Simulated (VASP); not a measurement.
## WSe2: transverse stress against strain

WSe2 (2H layered, P6_3/mmc, 20.432 Å³/atom and stress up to 0.10 GPa in the relaxed cell, c along z) under an equal strain ε along x and y, with z held. PBEsol in VASP (plane waves, PAW), 480 eV, 12×12×4 Γ-centred mesh, Gaussian smearing 0.05 eV; ions are relaxed, or left where forces stay under 0.02 eV/Å, within the symmetry of each cell. Stress is positive for a compressed cell.

Here s stands for strain and y for stress zz.

```
strain (%)  stress zz (GPa)
----------  ---------------
-3.00                     ?
-1.50                  0.24
-1.00                  0.17
-0.50                  0.09
0.00                   0.03
0.50                  -0.03
1.00                  -0.09
1.50                  -0.14
```

Fit y of the 7 rows that show it with a straight line. Means: s 0, y 0.039. About the means, the sum of products is -0.89000 and the sum of squares of s is 7.0000; the slope is their ratio. Least squares gives y = 0.039 - 0.1271·s. Residuals (row less fit): 0.010, 0.004, -0.013, -0.009, -0.005, -0.002, 0.012; standard error 0.010 (degrees of freedom: 5). The slope gives the elastic constant 2C13 = 12.7 ± 0.4 GPa (± standard error of the fit, which holds the terms cut off).

Q: Estimate the missing y (s = -3.00); what did the run itself give?

A: y = 0.039 - 0.1271 × (-3.0) = 0.420 GPa. The calculation gives 0.53 GPa, 0.110 GPa above the prediction (16.4 % of the range of y in the table). The row lies outside the fitted rows, so this is an extrapolation. From the scatter of the fitted rows alone, a prediction at this place has a standard error of 0.016 GPa, so the miss is 6.9 times that.

A polynomial of degree 2 through the 12 other runs of the series gives 0.52 there, so most of the miss is curvature that the fit leaves out. Spin-orbit coupling is left out, which can shift these values for the heavy elements here. For WSe2: without a dispersion term in the relaxation, distances and binding between the weakly bound layers, chains or molecules are unreliable, and so is what depends on them. Rows are the converged runs of the series near zero and its far end, less any whose ions stayed unrelaxed beside relaxed ones; series whose fitted rows scatter by over a few per cent of the range, as at a crossing or softening among them, aren't shown in this form. Most that stay on the fit to the last digits aren't either.
